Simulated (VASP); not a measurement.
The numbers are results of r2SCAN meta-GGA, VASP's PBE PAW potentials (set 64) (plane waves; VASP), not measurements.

The input files of a VASP run:

**POSCAR**
```
Cs
1.0
 -3.1337824274   3.1337824274   3.1337824274
  3.1337824274  -3.1337824274   3.1337824274
  3.1337824274   3.1337824274  -3.1337824274
Cs
1
direct
  0.0000000000   1.0000000000   1.0000000000
```

INCAR:
```
ALGO  =  Normal
EDIFF  =  1E-6
EDIFFG  =  -0.01
ENCUT  =  480
IBRION  =  2
ISIF  =  3
ISMEAR  =  1
LASPH  =  .TRUE.
LCHARG  =  .FALSE.
LMAXMIX  =  4
LMIXTAU  =  .TRUE.
LREAL  =  .FALSE.
LWAVE  =  .FALSE.
METAGGA  =  R2SCAN
NELM  =  100
NSW  =  60
PREC  =  Accurate
SIGMA  =  0.1
SYSTEM  =  Cs
```

File KPOINTS:
```
Automatic mesh
0
Gamma
8 8 8
0 0 0
```

POTCAR, in this order: Cs_sv (PBE.64 set). Program: vasp_std.

What VASP printed:

OUTCAR:
```
 ion  position               nearest neighbor table
   1  0.000  0.000  0.000-
  LATTYP: Found a body centered cubic cell.
 ALAT       =     6.2675648548
 Subroutine PRICEL returns:
 Original cell was already a primitive cell.
 Subroutine GETGRP returns: Found 48 space group operations
The static configuration has the point symmetry O_h .
The dynamic configuration has the point symmetry O_h .
 Subroutine INISYM returns: Found 48 space group operations
 Subroutine IBZKPT returns following result:
 Found     29 irreducible k-points:

 Following reciprocal coordinates:
            Coordinates               Weight
  0.000000  0.000000  0.000000      1.000000
  0.125000  0.000000  0.000000     12.000000
  0.250000  0.000000  0.000000     12.000000
  0.375000  0.000000  0.000000     12.000000
  0.500000  0.000000  0.000000      6.000000
  0.125000  0.125000  0.000000     24.000000
  0.250000  0.125000  0.000000     48.000000
  0.375000  0.125000  0.000000     48.000000
  0.250000  0.250000  0.000000     24.000000
  0.375000  0.250000  0.000000     24.000000
  0.125000  0.125000  0.125000      8.000000
  0.250000  0.125000  0.125000     24.000000
  0.375000  0.125000  0.125000     12.000000
 -0.125000  0.125000  0.125000      6.000000
  0.250000  0.250000  0.125000     24.000000
 -0.250000  0.250000  0.125000     24.000000
 -0.375000  0.375000  0.125000     24.000000
 -0.250000  0.375000  0.125000     24.000000
  0.500000  0.500000  0.125000     12.000000
 -0.375000  0.500000  0.125000     48.000000
 -0.375000 -0.375000  0.125000      8.000000
  0.250000  0.250000  0.250000      2.000000
 -0.250000  0.250000  0.250000      6.000000
 -0.375000  0.375000  0.250000     24.000000
  0.500000  0.500000  0.250000     12.000000
 -0.375000  0.500000  0.250000     24.000000
 -0.375000  0.375000  0.375000      6.000000
  0.500000  0.500000  0.375000     12.000000
  0.500000  0.500000  0.500000      1.000000
   k-points           NKPTS =     29   k-points in BZ     NKDIM =     29   number of bands    NBANDS=      8
   number of dos      NEDOS =    301   number of ions     NIONS =      1
   total plane-waves  NPLWV =  64000
   dimension x,y,z NGX =    40 NGY =   40 NGZ =   40
   dimension x,y,z NGXF=    80 NGYF=   80 NGZF=   80
   ions per type =               1
   PREC   = accura    normal or accurate (medium, high low for compatibility)
   ISTART =      0    job   : 0-new  1-cont  2-samecut
   ICHARG =      2    charge: 1-file 2-atom 10-const
   ISPIN  =      1    spin polarized calculation?
   LNONCOLLINEAR =      F non collinear calculations
   LSORBIT =      F    spin-orbit coupling
   INIWAV =      1    electr: 0-lowe 1-rand  2-diag
   ENCUT  =  480.0 eV  35.28 Ry    5.94 a.u.   9.70  9.70  9.70*2*pi/ulx,y,z
   NELM   =    100;   NELMIN=  2; NELMDL= -5     # of ELM steps
   EDIFF  = 0.1E-05   stopping-criterion for ELM
   LREAL  =      F    real-space projection
   NLSPLINE    = F    spline interpolate recip. space projectors
   LMAXMIX     =    4 max onsite mixed and CHGCAR
   VOSKOWN=      0    Vosko Wilk Nusair interpolation
   EDIFFG = -.1E-01   stopping-criterion for IOM
   NSW    =     60    number of steps for IOM
   NBLOCK =      1;   KBLOCK =     60    inner block; outer block
   IBRION =      2    ionic relax: 0-MD 1-quasi-New 2-CG
   NFREE  =      1    steps in history (QN), initial steepest desc. (CG)
   ISIF   =      3    stress and relaxation
   ISYM   =      2    0-nonsym 1-usesym 2-fastsym
   TEIN   =    0.0    initial temperature
   TEBEG  =    0.0;   TEEND  =   0.0 temperature during run
   SMASS  =  -3.00    Nose mass-parameter (am)
   PSTRESS=    0.0 pullay stress
...
```

File OSZICAR:
```
       N       E                     dE             d eps       ncg     rms          rms(c)
DAV:   1     0.307336704400E+02    0.30734E+02   -0.29253E+03   464   0.752E+02
DAV:   2    -0.220234234195E+02   -0.52757E+02   -0.52131E+02   656   0.124E+02
DAV:   3    -0.269786053331E+02   -0.49552E+01   -0.49550E+01   472   0.472E+01
DAV:   4    -0.270527768343E+02   -0.74172E-01   -0.74169E-01   800   0.701E+00
DAV:   5    -0.270529222272E+02   -0.14539E-03   -0.14539E-03   664   0.197E-01    0.244E-01
DAV:   6    -0.257719207598E+02    0.12810E+01   -0.98180E-02   464   0.351E+00    0.243E-01
DAV:   7    -0.245078122382E+02    0.12641E+01   -0.78735E-01   544   0.558E+00    0.465E-01
DAV:   8    -0.247922269385E+02   -0.28441E+00   -0.63673E-01   544   0.565E+00    0.108E-01
DAV:   9    -0.249936672459E+02   -0.20144E+00   -0.38529E-01   488   0.470E+00    0.174E-01
DAV:  10    -0.250100593318E+02   -0.16392E-01   -0.36861E-03   728   0.635E-01    0.146E-01
DAV:  11    -0.249797034373E+02    0.30356E-01   -0.80879E-03   584   0.996E-01    0.586E-02
DAV:  12    -0.250220499063E+02   -0.42346E-01   -0.63122E-02   464   0.341E+00    0.347E-02
DAV:  13    -0.250249665466E+02   -0.29166E-02   -0.23723E-03   528   0.779E-01    0.351E-02
DAV:  14    -0.250236902665E+02    0.12763E-02   -0.34603E-04   584   0.290E-01    0.328E-02
DAV:  15    -0.250130016057E+02    0.10689E-01   -0.33137E-02   480   0.214E+00    0.226E-02
DAV:  16    -0.250121060750E+02    0.89553E-03   -0.17391E-03   512   0.421E-01    0.216E-02
DAV:  17    -0.250115335727E+02    0.57250E-03   -0.77758E-04   536   0.396E-01    0.194E-02
DAV:  18    -0.250119143532E+02   -0.38078E-03   -0.24905E-04   504   0.219E-01    0.170E-02
DAV:  19    -0.250126728393E+02   -0.75849E-03   -0.10508E-03   496   0.358E-01    0.157E-02
DAV:  20    -0.250126963851E+02   -0.23546E-04   -0.52018E-05   712   0.106E-01    0.151E-02
DAV:  21    -0.250127021303E+02   -0.57452E-05   -0.38846E-07   744   0.451E-03    0.151E-02
DAV:  22    -0.250126691555E+02    0.32975E-04   -0.11492E-05   528   0.526E-02    0.149E-02
DAV:  23    -0.250126130441E+02    0.56111E-04   -0.82295E-05   488   0.134E-01    0.123E-02
DAV:  24    -0.250124369361E+02    0.17611E-03   -0.15696E-04   464   0.125E-01    0.135E-02
DAV:  25    -0.250123977419E+02    0.39194E-04   -0.40388E-05   552   0.880E-02    0.125E-02
DAV:  26    -0.250123826553E+02    0.15087E-04   -0.57904E-06   624   0.324E-02    0.105E-02
DAV:  27    -0.250125210838E+02   -0.13843E-03   -0.11684E-04   496   0.139E-01    0.745E-03
DAV:  28    -0.250125930154E+02   -0.71932E-04   -0.55946E-05   512   0.955E-02    0.485E-03
DAV:  29    -0.250125600863E+02    0.32929E-04   -0.23585E-05   480   0.534E-02    0.255E-03
DAV:  30    -0.250125594441E+02    0.64218E-06   -0.57104E-06   528   0.334E-02
   1 F= -.25012559E+02 E0= -.25011692E+02  d E =-.250126E+02
```

OUTCAR:
```
------------------------ aborting loop because EDIFF is reached ----------------------------------------
  FORCE on cell =-STRESS in cart. coord.  units (eV):
  Direction    XX          YY          ZZ          XY          YZ          ZX
  --------------------------------------------------------------------------------------
  Total        0.0074041      0.0074041      0.0074041     -0.0000000      0.0000000     -0.0000000
  in kB        0.0963639      0.0963639      0.0963639     -0.0000000      0.0000000     -0.0000000
  external PRESSURE =       0.0963639 kB  Pullay stress =       0.0000000 kB
  volume of cell :      123.10
      direct lattice vectors                 reciprocal lattice vectors
    -3.133782427  3.133782427  3.133782427     0.000000000  0.159551600  0.159551600
     3.133782427 -3.133782427  3.133782427     0.159551600  0.000000000  0.159551600
     3.133782427  3.133782427 -3.133782427     0.159551600  0.159551600  0.000000000
 POSITION                                       TOTAL-FORCE (eV/Angst)
 -----------------------------------------------------------------------------------
      0.00000      0.00000      0.00000         0.000000     -0.000000     -0.000000
 -----------------------------------------------------------------------------------
    total drift:                                0.000000     -0.000000     -0.000000
  FREE ENERGIE OF THE ION-ELECTRON SYSTEM (eV)
  ---------------------------------------------------
  free  energy   TOTEN  =       -25.0125594441 eV

  energy  without entropy=      -25.0099582626  energy(sigma->0) =      -25.01169238

 reached required accuracy - stopping structural energy minimisation
```
(Selected blocks of OUTCAR.)

The compound is Cs in the bcc structure. It was relaxed first, which changed the volume by +8 %. The start is the result of an earlier pass.
